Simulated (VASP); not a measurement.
The system is Ca2ZrN2.

```
CELL_PARAMETERS angstrom
-3.80669 3.80669 3.17694
3.80669 -3.80669 3.17694
3.80669 3.80669 -3.17694
ATOMIC_POSITIONS crystal
Ca 0.82800 0.82800 0.65601
Ca 0.17200 0.17200 0.34399
Ca 0.82800 0.17200 0.00000
Ca 0.17200 0.82800 0.00000
Zr 0.75000 0.25000 0.50000
Zr 0.25000 0.75000 0.50000
N 0.00000 0.65117 0.65117
N 0.00000 0.34883 0.34883
N 0.65117 0.00000 0.65117
N 0.34883 0.00000 0.34883
```

The cell was built by a generator and needn't be a form met in nature.

- Program: VASP 6.6.1
- Task: relaxation of cell and atoms
- Functional: PBE
- Potentials or basis: VASP PAW PBE potentials, release 64 (Ca_sv, Zr_sv, N)
- Cutoff: 520 eV
- k mesh: 3 × 3 × 3
- Occupations: gaussian, width 0.15 eV
- Spin: no spin polarisation

At the start: pressure 55.4 GPa; volume 18.41 Å³/atom.

Q: Where does the relaxation end?

A: Over 7 steps the energy falls by 1591.4 meV/atom and the volume is 26.97 Å³/atom (+46.4 %); space group I4/mmm (No. 139, to 0.05 Å).

The path:
| step | energy change (eV) | largest force (eV/Å) | pressure (GPa) | volume (Å³) |
| --- | --- | --- | --- | --- |
| 1 | 0.0000 | 2.4637 | 55.41 | 184.15 |
| 2 | -6.9548 | 0.1596 | -14.29 | 404.32 |
| 3 | -14.8636 | 1.7229 | -1.58 | 281.88 |
| 4 | -15.8267 | 0.6067 | -0.92 | 275.98 |
| 5 | -15.8853 | 0.4040 | -0.70 | 274.39 |
| 6 | -15.8866 | 0.3600 | -0.68 | 274.10 |
| 7 | -15.9142 | 0.0404 | 0.19 | 269.66 |

Final structure:
```
CELL_PARAMETERS angstrom
-4.66115 4.66115 3.10293
4.66115 -4.66115 3.10293
4.66115 4.66115 -3.10293
ATOMIC_POSITIONS crystal
Ca 0.81911 0.81911 0.63822
Ca 0.18089 0.18089 0.36178
Ca 0.81911 0.18089 0.00000
Ca 0.18089 0.81911 0.00000
Zr 0.75000 0.25000 0.50000
Zr 0.25000 0.75000 0.50000
N 0.00000 0.65307 0.65307
N 0.00000 0.34693 0.34693
N 0.65307 0.00000 0.65307
N 0.34693 0.00000 0.34693
```

Caveat: the k mesh is coarse (spacing up to 0.43 Å⁻¹), so the values aren't converged; the volume moved by over 15 % at a fixed basis, so the end points are rough; the relaxation stopped at a loose force limit of 0.08 eV/Å, so its end isn't a converged minimum.
